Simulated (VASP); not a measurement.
Input for VASP

KPOINTS:
```
Automatic mesh
0
Gamma
8 8 8
0 0 0
```

**INCAR**
```
SYSTEM = TlBr
PREC = Accurate
ENCUT = 400
EDIFF = 1E-7
NELM = 100
ALGO = Normal
LREAL = .FALSE.
LASPH = .TRUE.
ISMEAR = -5
GGA = PS
LMAXMIX = 4
LWAVE = .FALSE.
LCHARG = .TRUE.
LORBIT = 11
NEDOS = 601
ISIF = 2
```

File POSCAR:
```
TlBr
1
    0.0000000000     3.2784177848     3.2784177848
    3.2784177848     0.0000000000     3.2784177848
    3.2784177848     3.2784177848    -0.0000000000
Tl Br
1 1
Direct
  0.0000000000   0.0000000000   1.0000000000
  0.5000000000   0.5000000000   0.5000000000
```

POTCAR, in this order: Tl_d Br (PBE.64 set). Program: vasp_std.

Q: Translate this PBEsol calculation to Quantum ESPRESSO's pw.x.

A: One equivalent input (not run):
```
&CONTROL
  calculation = 'scf'
  pseudo_dir = './pseudo'
  outdir = './out'
  tprnfor = .true.
  tstress = .true.
/
&SYSTEM
  ibrav = 0
  nat = 2
  ntyp = 2
  ecutwfc = 62
  occupations = 'tetrahedra'
  input_dft = 'pbesol'
/
&ELECTRONS
  conv_thr = 7.3e-09
  electron_maxstep = 100
/
ATOMIC_SPECIES
  Tl 204.380 Tl.upf
  Br 79.904 Br.upf
CELL_PARAMETERS angstrom
     0.0000000    3.2784178    3.2784178
     3.2784178    0.0000000    3.2784178
     3.2784178    3.2784178   -0.0000000
ATOMIC_POSITIONS crystal
  Tl   0.0000000  0.0000000  1.0000000
  Br   0.5000000  0.5000000  0.5000000
K_POINTS automatic
  8 8 8 0 0 0
```
Limits of the translation: the potentials are each code's own (VASP's PAW set, PseudoDojo norm-conserving files in pw.x), so ENCUT and ecutwfc are chosen apart and not converted; conv_thr bounds pw.x's estimated SCF error, while EDIFF bounds the energy change between steps.

The structure comes from a computed database's TlBr entry (Fm-3m); how it stands against other phases isn't given here. It was relaxed first, which changed the volume by -6 %.
